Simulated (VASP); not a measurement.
# Lattice of Pt (Platinum), functional by functional, part 2 of 2

Aim: relax Pt (Platinum) at several levels of theory and compare the cells. The starting structure is a measured crystal structure from the Crystallography Open Database.

VASP 6.6.1.

Results so far: PBEsol 15.03 Å³ an atom; LDA 14.81 Å³ an atom; PBE 15.63 Å³ an atom; PBEsol + D3(BJ) 14.62 Å³ an atom.

## 6. Relaxation with r2SCAN

Level of this step: r2SCAN; plane waves and PAW (Pt) (VASP).

r2SCAN adds the kinetic-energy density, costs more than a GGA and is run with LASPH.

Input file INCAR:

```
SYSTEM = Pt
PREC = Accurate
ENCUT = 450
EDIFF = 1E-06
NELM = 100
ISMEAR = 1
SIGMA = 0.1
LREAL = .FALSE.
ALGO = Normal
METAGGA = R2SCAN
LASPH = .TRUE.
NBANDS = 11
LORBIT = 11
LWAVE = .FALSE.
LCHARG = .FALSE.
KPAR = 2
IBRION = 2
NSW = 50
ISIF = 3
EDIFFG = -0.01
```

Input file POSCAR:

```
Pt
1.0
    0.0000000000      1.9615500000      1.9615500000
    1.9615500000      0.0000000000      1.9615500000
    1.9615500000      1.9615500000      0.0000000000
Pt
1
Direct
    0.0000000000      0.0000000000      0.0000000000
```

Input file KPOINTS:

```
Automatic mesh
0
Gamma
12 12 12
0 0 0
```

PAW data sets: Pt (PBE family, release 64).

Command:

```console
mpirun -np 2 vasp_std
```

Log:

```text
[banner, memory and clock lines left out]
running    2 mpi-ranks, on    1 nodes
[...]
[... a notice as in an earlier step ...]

 LDA part: xc-table for (None), standard interpolation
 POSCAR, INCAR and KPOINTS ok, starting setup
[...]
entering main loop
       N       E                     dE             d eps       ncg     rms          rms(c)
DAV:   1    -0.123142048358E+02   -0.12314E+02   -0.50533E+03  1648   0.770E+02
DAV:   2    -0.542434477391E+02   -0.41929E+02   -0.40334E+02  1821   0.171E+02
DAV:   3    -0.547498332212E+02   -0.50639E+00   -0.50374E+00  1854   0.177E+01
DAV:   4    -0.547522059651E+02   -0.23727E-02   -0.23726E-02  1855   0.142E+00
[...]
DAV:   9    -0.515013092199E+02   -0.83077E-04   -0.93528E-05  2157   0.756E-02    0.393E-02
DAV:  10    -0.515013358874E+02   -0.26667E-04   -0.39466E-05  1758   0.582E-02    0.404E-03
DAV:  11    -0.515013364343E+02   -0.54692E-06   -0.43066E-07  1581   0.550E-03
   1 F= -.51501336E+02 E0= -.51500681E+02  d E =-.515013E+02
[...]
DAV:   7    -0.514779860596E+02   -0.30961E-05   -0.10143E-06  1625   0.951E-03    0.403E-03
DAV:   8    -0.514779859421E+02    0.11749E-06   -0.37099E-08   861   0.171E-03
   2 F= -.51477986E+02 E0= -.51477361E+02  d E =0.233505E-01
 trial-energy change:    0.023350  1 .order    0.021610   -0.027755    0.070976
 step:   0.2607(harm=  0.2811)  dis= 0.00000  next Energy=   -51.504924 (dE=-0.359E-02)
[...]
N       E                     dE             d eps       ncg     rms          rms(c)
DAV:   1    -0.516838594150E+02   -0.20587E+00   -0.38522E+00  1647   0.183E+01    0.295E+00
DAV:   2    -0.515097254355E+02    0.17413E+00   -0.51830E-01  1638   0.519E+00    0.909E-01
DAV:   3    -0.515042778239E+02    0.54476E-02   -0.27573E-02  1785   0.130E+00    0.586E-01
DAV:   4    -0.515050178518E+02   -0.74003E-03   -0.46466E-03  2045   0.362E-01    0.952E-02
DAV:   5    -0.515048296872E+02    0.18816E-03   -0.86790E-04  1796   0.240E-01    0.121E-02
DAV:   6    -0.515048345077E+02   -0.48205E-05   -0.91096E-06  1851   0.236E-02    0.411E-03
DAV:   7    -0.515048342841E+02    0.22358E-06   -0.67300E-07  1231   0.739E-03
   3 F= -.51504834E+02 E0= -.51504198E+02  d E =-.349785E-02
[...]
reached required accuracy - stopping structural energy minimisation
```

It took 23 s on 2 MPI ranks of Intel Xeon 6975P-C (Granite Rapids), shared host; peak memory 0.26 GiB.

Parts of OUTCAR (step 6):

```text
  Total       -0.0030517     -0.0030517     -0.0030517      0.0000000      0.0000000     -0.0000000
  in kB       -0.3186124     -0.3186124     -0.3186124      0.0000000      0.0000000     -0.0000000
  external PRESSURE =      -0.3186124 kB  Pullay stress =       0.0000000 kB

 POSITION                                       TOTAL-FORCE (eV/Angst)
 -----------------------------------------------------------------------------------
      0.00000     -0.00000      0.00000         0.000000      0.000000     -0.000000
 -----------------------------------------------------------------------------------
    total drift:                               -0.000000      0.000000      0.000000

  FREE ENERGIE OF THE ION-ELECTRON SYSTEM (eV)
  ---------------------------------------------------
  free  energy   TOTEN  =       -51.5048342841 eV

  energy  without entropy=      -51.5029246150  energy(sigma->0) =      -51.50419773

[... 2 parts as in an earlier step ...]

[... 2 further parts left out ...]
[key lines of the parts left out:]
E-fermi :  10.7044
```

With r2SCAN the relaxed cell holds 15.346 Å³ an atom, +1.66 % against the measured cell, with a = 3.945 Å. That is +2.10 % from PBEsol.

## 7. Relaxation with r2SCAN + rVV10

rVV10 adds a nonlocal correlation energy for dispersion.

INCAR, as its differences from that of step 6:

```diff
@@ -10,2 +10,6 @@
 METAGGA = R2SCAN
+LUSE_VDW = .TRUE.
+IVDW_NL = 2
+BPARAM = 11.95
+CPARAM = 0.0093
 LASPH = .TRUE.
```

POSCAR is that of step 6.

KPOINTS is that of step 6.

Command:

```console
mpirun -np 2 vasp_std
```

Log:

```text
[banner, memory and clock lines left out]
running    2 mpi-ranks, on    1 nodes
[...]
|                                                                             |
|               ----> ADVICE to this user running VASP <----                  |
|                                                                             |
|     You have switched on vdW-DFT.                                           |
|     This routine was written and supplied by Jiri Klimes. We recommend      |
|     that you carefully read and cite the following publications:            |
|       J. Klimes, D.R. Bowler, A. Michelides                                 |
|          J. Phys.: Cond Matt. 22 022201 (2010)                              |
|       J. Klimes, D.R. Bowler, A. Michelides                                 |
|          Phys. Rev. B. 83, 195131 (2011)                                    |
|     and references therein.                                                 |
|                                                                             |

[...]
DAV:   2    -0.513536272653E+02    0.60403E-01   -0.19026E-01  1635   0.309E+00    0.590E-01
Total rVV10 correction in eV:      0.1515380    12.3304381
Total rVV10 correction in eV:      0.1515380    12.3304381
DAV:   3    -0.513519714719E+02    0.16558E-02   -0.87493E-03  1794   0.735E-01    0.376E-01
Total rVV10 correction in eV:      0.1516376    12.3304381
Total rVV10 correction in eV:      0.1516376    12.3304381
DAV:   4    -0.513522902905E+02   -0.31882E-03   -0.21125E-03  2037   0.244E-01    0.708E-02
Total rVV10 correction in eV:      0.1518226    12.3304381
Total rVV10 correction in eV:      0.1518226    12.3304381
DAV:   5    -0.513521708731E+02    0.11942E-03   -0.46760E-04  1758   0.165E-01    0.739E-03
Total rVV10 correction in eV:      0.1518482    12.3304381
Total rVV10 correction in eV:      0.1518482    12.3304381
DAV:   6    -0.513521716452E+02   -0.77210E-06   -0.33343E-06  1825   0.164E-02
Total rVV10 correction in eV:      0.1518514    12.3304381
Total rVV10 correction in eV:      0.1518514    12.3304381
Total rVV10 correction in eV:      0.1518492    12.3304381
Total rVV10 correction in eV:      0.1518492    12.3304381
   3 F= -.51352172E+02 E0= -.51351520E+02  d E =-.117056E-02
[...]
reached required accuracy - stopping structural energy minimisation
```

Elapsed: 36 s, on 2 MPI ranks; peak memory 0.35 GiB; 71 s of CPU time.

From OUTCAR (step 7):

```text
  Total       -0.0016873     -0.0016873     -0.0016873      0.0000000      0.0000000     -0.0000000
  in kB       -0.1774156     -0.1774156     -0.1774156      0.0000000      0.0000000     -0.0000000
  external PRESSURE =      -0.1774156 kB  Pullay stress =       0.0000000 kB

 POSITION                                       TOTAL-FORCE (eV/Angst)
 -----------------------------------------------------------------------------------
      0.00000      0.00000     -0.00000         0.000000     -0.000000     -0.000000
 -----------------------------------------------------------------------------------
    total drift:                               -0.000000      0.000000      0.000000

  FREE ENERGIE OF THE ION-ELECTRON SYSTEM (eV)
  ---------------------------------------------------
  free  energy   TOTEN  =       -51.3521716452 eV

  energy  without entropy=      -51.3502174485  energy(sigma->0) =      -51.35152025

[... 2 parts as in an earlier step ...]

[... 2 further parts left out ...]
[key lines of the parts left out:]
E-fermi :  10.8385
```

With r2SCAN + rVV10 the relaxed cell holds 15.237 Å³ an atom, +0.94 % against the measured cell, with a = 3.935 Å. That is +1.38 % from PBEsol.

## 8. Relaxation with optB86b-vdW

optB86b-vdW pairs nonlocal correlation with a less repulsive exchange of B86b form.

INCAR, as its differences from that of step 7:

```diff
@@ -9,7 +9,7 @@
 ALGO = Normal
-METAGGA = R2SCAN
+GGA = MK
+AGGAC = 0
 LUSE_VDW = .TRUE.
-IVDW_NL = 2
-BPARAM = 11.95
-CPARAM = 0.0093
+PARAM1 = 0.1234
+PARAM2 = 1
 LASPH = .TRUE.
```

POSCAR is that of step 7.

KPOINTS is that of step 7.

Command:

```console
mpirun -np 2 vasp_std
```

Log:

```text
[banner, memory and clock lines left out]
running    2 mpi-ranks, on    1 nodes
[...]
[... a notice as in an earlier step ...]

 [... a notice as in an earlier step ...]

 LDA part: xc-table for (Slater+PW92), standard interpolation
 POSCAR, INCAR and KPOINTS ok, starting setup
[...]
entering main loop
       N       E                     dE             d eps       ncg     rms          rms(c)
DAV:   1     0.368714750321E+02    0.36871E+02   -0.49072E+03  1656   0.744E+02
DAV:   2    -0.371340081343E+01   -0.40585E+02   -0.39033E+02  1815   0.165E+02
DAV:   3    -0.420213880492E+01   -0.48874E+00   -0.48603E+00  1851   0.171E+01
DAV:   4    -0.420418972557E+01   -0.20509E-02   -0.20508E-02  1827   0.130E+00
[...]
DAV:   9    -0.382389038328E+01    0.33243E-03   -0.52164E-04  1749   0.194E-01    0.254E-02
DAV:  10    -0.382389536298E+01   -0.49797E-05   -0.69790E-06  2043   0.200E-02    0.679E-03
DAV:  11    -0.382389529165E+01    0.71327E-07   -0.52085E-08   987   0.238E-03
   1 F= -.38238953E+01 E0= -.38231636E+01  d E =-.382390E+01
[... from here on, the cycles between the ionic steps are left out ...]
   2 F= -.37893203E+01 E0= -.37886648E+01  d E =0.345750E-01
   3 F= -.38294364E+01 E0= -.38287299E+01  d E =-.554109E-02
   4 F= -.38294397E+01 E0= -.38287326E+01  d E =-.554437E-02
[...]
reached required accuracy - stopping structural energy minimisation
```

The job ended after 24 s (2 MPI ranks; peak memory 0.47 GiB; 45 s of CPU time).

From OUTCAR (step 8):

```text
  Total       -0.0017052     -0.0017052     -0.0017052      0.0000000      0.0000000      0.0000000
  in kB       -0.1773014     -0.1773014     -0.1773014      0.0000000      0.0000000      0.0000000
  external PRESSURE =      -0.1773014 kB  Pullay stress =       0.0000000 kB

 POSITION                                       TOTAL-FORCE (eV/Angst)
 -----------------------------------------------------------------------------------
      0.00000      0.00000      0.00000         0.000000      0.000000     -0.000000
 -----------------------------------------------------------------------------------
    total drift:                                0.000000     -0.000000     -0.000000

  FREE ENERGIE OF THE ION-ELECTRON SYSTEM (eV)
  ---------------------------------------------------
  free  energy   TOTEN  =        -3.8294396570 eV

  energy  without entropy=       -3.8273184274  energy(sigma->0) =       -3.82873258

[... 2 parts as in an earlier step ...]

[... 2 further parts left out ...]
[key lines of the parts left out:]
E-fermi :  10.7817
```

With optB86b-vdW the relaxed cell holds 15.409 Å³ an atom, +2.08 % against the measured cell, with a = 3.950 Å. That is +2.53 % from PBEsol.

## 9. Relaxation with TPSS

TPSS is an older meta-GGA.

INCAR, as its differences from that of step 8:

```diff
@@ -9,7 +9,3 @@
 ALGO = Normal
-GGA = MK
-AGGAC = 0
-LUSE_VDW = .TRUE.
-PARAM1 = 0.1234
-PARAM2 = 1
+METAGGA = TPSS
 LASPH = .TRUE.
```

POSCAR is that of step 8.

KPOINTS is that of step 8.

Command:

```console
mpirun -np 2 vasp_std
```

Log:

```text
[... set-up lines as in an earlier step ...]
 entering main loop
       N       E                     dE             d eps       ncg     rms          rms(c)
DAV:   1     0.458720373587E+02    0.45872E+02   -0.54124E+03  1640   0.842E+02
DAV:   2    -0.923376568242E+00   -0.46795E+02   -0.44727E+02  1884   0.199E+02
DAV:   3    -0.171330327711E+01   -0.78993E+00   -0.78454E+00  2007   0.254E+01
DAV:   4    -0.172253036760E+01   -0.92271E-02   -0.92256E-02  2151   0.312E+00
[...]
DAV:  11    -0.665505486080E+01    0.33168E-04   -0.81341E-05  1776   0.763E-02    0.144E-02
DAV:  12    -0.665505379747E+01    0.10633E-05   -0.24858E-06  1164   0.128E-02    0.777E-04
DAV:  13    -0.665505389452E+01   -0.97052E-07   -0.51236E-08   927   0.231E-03
   1 F= -.66550539E+01 E0= -.66543188E+01  d E =-.665505E+01
[...]
N       E                     dE             d eps       ncg     rms          rms(c)
DAV:   1    -0.697679657422E+01   -0.32174E+00   -0.78367E+00  1635   0.259E+01    0.378E+00
[...]
DAV:   6    -0.662789113916E+01   -0.93469E-05   -0.40209E-06  1779   0.204E-02    0.430E-03
DAV:   7    -0.662789201871E+01   -0.87955E-06   -0.38556E-07   966   0.362E-03
   2 F= -.66278920E+01 E0= -.66272337E+01  d E =0.271619E-01
 trial-energy change:    0.027162  1 .order    0.025135   -0.032597    0.082867
 step:   0.2619(harm=  0.2823)  dis= 0.00000  next Energy=    -6.659287 (dE=-0.423E-02)
[...]
N       E                     dE             d eps       ncg     rms          rms(c)
DAV:   1    -0.684877658062E+01   -0.22089E+00   -0.42440E+00  1632   0.191E+01    0.317E+00
DAV:   2    -0.666903571876E+01    0.17974E+00   -0.45330E-01  1638   0.519E+00    0.109E+00
DAV:   3    -0.665833583059E+01    0.10700E-01   -0.54316E-02  1857   0.159E+00    0.560E-01
DAV:   4    -0.665919735159E+01   -0.86152E-03   -0.24664E-03  1731   0.362E-01    0.116E-01
DAV:   5    -0.665914538789E+01    0.51964E-04   -0.61318E-05  1734   0.660E-02    0.119E-02
DAV:   6    -0.665915317758E+01   -0.77897E-05   -0.62060E-06  2267   0.149E-02    0.397E-03
DAV:   7    -0.665915309699E+01    0.80594E-07   -0.10210E-06   861   0.832E-03
   3 F= -.66591531E+01 E0= -.66584457E+01  d E =-.409920E-02
[...]
reached required accuracy - stopping structural energy minimisation
```

Run time: 26 s. Hardware: 2 MPI ranks; peak memory 0.26 GiB; 50 s of CPU time.

Parts of OUTCAR (step 9):

```text
  Total       -0.0065722     -0.0065722     -0.0065722      0.0000000     -0.0000000      0.0000000
  in kB       -0.6851794     -0.6851794     -0.6851794      0.0000000     -0.0000000      0.0000000
  external PRESSURE =      -0.6851794 kB  Pullay stress =       0.0000000 kB

 POSITION                                       TOTAL-FORCE (eV/Angst)
 -----------------------------------------------------------------------------------
      0.00000      0.00000      0.00000         0.000000      0.000000     -0.000000
 -----------------------------------------------------------------------------------
    total drift:                                0.000000      0.000000     -0.000000

  FREE ENERGIE OF THE ION-ELECTRON SYSTEM (eV)
  ---------------------------------------------------
  free  energy   TOTEN  =        -6.6591530970 eV

  energy  without entropy=       -6.6570309862  energy(sigma->0) =       -6.65844573

[... 2 parts as in an earlier step ...]

[... 2 further parts left out ...]
[key lines of the parts left out:]
E-fermi :  10.8839
```

With TPSS the relaxed cell holds 15.368 Å³ an atom, +1.81 % against the measured cell, with a = 3.947 Å. That is +2.25 % from PBEsol.

## 10. All runs side by side

```csv
level,volume (Å³/atom),against the measured cell (%),a (Å),pressure left (GPa),core minutes
PBEsol,15.029,-0.43,3.9174,0.04,0.14
LDA,14.809,-1.89,3.8982,-0.01,0.16
PBE,15.631,3.55,3.969,-0.04,0.26
PBEsol + D3(BJ),14.621,-3.14,3.8816,-0.01,0.26
r2SCAN,15.346,1.66,3.9447,-0.03,0.767
r2SCAN + rVV10,15.237,0.94,3.9354,-0.02,1.2
optB86b-vdW,15.409,2.08,3.9502,-0.02,0.8
TPSS,15.368,1.81,3.9466,-0.07,0.867
```

Core minutes are wall time times ranks, summed over the relaxations behind a row (those for a bulk modulus apart), on shared hosts.

## 11. Outcome

- volume, PBEsol: 15.03 Å³/atom
- volume, LDA: 14.81 Å³/atom
- volume, PBE: 15.63 Å³/atom
- volume, PBEsol + D3(BJ): 14.62 Å³/atom
- volume, r2SCAN: 15.35 Å³/atom
- volume, r2SCAN + rVV10: 15.24 Å³/atom
- volume, optB86b-vdW: 15.41 Å³/atom
- volume, TPSS: 15.37 Å³/atom

Across 8 levels the volume of Pt (Platinum) spans 6.9 %, from 14.62 Å³ an atom (PBEsol + D3(BJ)) to 15.63 Å³ (PBE). Against the measured volume of the starting structure, PBEsol comes nearest (-0.4 %) and PBE lies farthest (+3.5 %). The measured cell holds zero-point expansion and, unless it was taken cold, thermal expansion, which the runs lack, so small differences decide nothing. Adding D3(BJ) to PBEsol changes the volume by -2.7 %. Adding rVV10 to r2SCAN changes the volume by -0.7 %. LASPH is on in some of these runs and off in others, which adds a little to the differences. Spin-orbit coupling is left out of all runs, which can matter with elements this heavy. All runs keep the symmetry of the start, so they can't find a distortion of lower symmetry. Further runs on this material are not shown.

[Lines on the potential files, build, host, timing and source positions are cut from VASP's logs without a mark.]

[Logs are printed without paths, hosts, clocks, repeated set-up lines and the standing remarks that a program may print on its own settings, such as how far it seeks lower states.]

[Hosts, paths, dates, database ids (printed as entryN), source tags and the programs' standing remarks are cut or masked in the printed files.]
